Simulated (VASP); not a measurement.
A VASP calculation is set up with these files.

**POSCAR**
```
BAs
1
    0.0000000000     2.3946514810     2.3946514810
    2.3946514810     0.0000000000     2.3946514810
    2.3946514810     2.3946514810     0.0000000000
B As
1 1
Direct
  0.0000000000   0.0000000000   0.0000000000
  0.2500000000   0.2500000000   0.2500000000
```

### KPOINTS
```
Automatic mesh
0
Gamma
10 10 10
0 0 0
```

### INCAR
```
! general
SYSTEM =BAs
PREC   =Accurate
ENCUT  =520   ! plane-wave cut-off (eV)
LREAL  =F
LASPH  =T

! electronic loop
EDIFF  =1E-7
NELM   =100   ! most electronic steps
ALGO   =Normal
LMAXMIX=4   ! l cut-off of mixed one-centre charges

! smearing
ISMEAR =0
SIGMA  =0.05   ! width (eV)

! ions
ISIF   =2   ! forces and stress, cell fixed

! output
LWAVE  =F
LCHARG =F
```

POTCAR, in this order: B As (LDA.64 set). Program: vasp_std.

Q: Translate this LDA calculation to Quantum ESPRESSO's pw.x.

A: One equivalent input (not run):
```
&CONTROL
  calculation = 'scf'
  pseudo_dir = './pseudo'
  outdir = './out'
  tprnfor = .true.
  tstress = .true.
/
&SYSTEM
  ibrav = 0
  nat = 2
  ntyp = 2
  ecutwfc = 80
  occupations = 'smearing'
  smearing = 'gaussian'
  degauss = 0.003675
  input_dft = 'pz'
/
&ELECTRONS
  conv_thr = 7.3e-09
  electron_maxstep = 100
/
ATOMIC_SPECIES
  B 10.810 B.upf
  As 74.922 As.upf
CELL_PARAMETERS angstrom
     0.0000000    2.3946515    2.3946515
     2.3946515    0.0000000    2.3946515
     2.3946515    2.3946515    0.0000000
ATOMIC_POSITIONS crystal
  B    0.0000000  0.0000000  0.0000000
  As   0.2500000  0.2500000  0.2500000
K_POINTS automatic
  10 10 10 0 0 0
```
Limits of the translation: the potentials are each code's own (VASP's PAW set, PseudoDojo norm-conserving files in pw.x), so ENCUT and ecutwfc are chosen apart and not converted; conv_thr bounds pw.x's estimated SCF error, while EDIFF bounds the energy change between steps.

The compound is BAs in the zinc blende structure. This cell is one point of a volume scan, at 1.03 of the reference volume.
